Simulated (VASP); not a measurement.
OSZICAR of a VASP run on Y:

**OSZICAR**
```
       N       E                     dE             d eps       ncg     rms          rms(c)
DAV:   1    -0.794817597588E+02   -0.79482E+02   -0.33717E-02   856   0.413E-01    0.141E+00
DAV:   2    -0.795189841709E+02   -0.37224E-01   -0.39132E-01   854   0.140E+00    0.531E+00
DAV:   3    -0.794745668392E+02    0.44417E-01   -0.17667E-01   854   0.910E-01    0.271E-01
DAV:   4    -0.794750209505E+02   -0.45411E-03   -0.46469E-03   830   0.183E-01    0.165E-01
DAV:   5    -0.794750722143E+02   -0.51264E-04   -0.18393E-04   832   0.545E-02    0.152E-01
DAV:   6    -0.794750590656E+02    0.13149E-04   -0.30453E-05   712   0.276E-02    0.110E-01
DAV:   7    -0.794750412597E+02    0.17806E-04   -0.55528E-05   670   0.303E-02    0.383E-02
DAV:   8    -0.794750498585E+02   -0.85988E-05   -0.88002E-06   608   0.152E-02    0.178E-02
DAV:   9    -0.794750575905E+02   -0.77320E-05   -0.62062E-06   666   0.138E-02    0.349E-03
DAV:  10    -0.794750576093E+02   -0.18752E-07   -0.11825E-06   508   0.912E-03
   1 F= -.79475058E+02 E0= -.79475350E+02  d E =0.877298E-03
```

Problem. Which electronic solver shows in the log?

Solution. It is blocked Davidson (ALGO = Normal, or the opening steps of other solvers). The INCAR had ALGO = Normal.

Problem. Can the final energy be trusted as converged?

Solution. Self-consistency was reached. It stopped with EDIFF = 1E-6, NELM = 100 (r2SCAN meta-GGA, plane waves, VASP's PBE PAW potentials (set 64)).

The cell is a thin slab with vacuum, built from Y (hcp): (001) face.
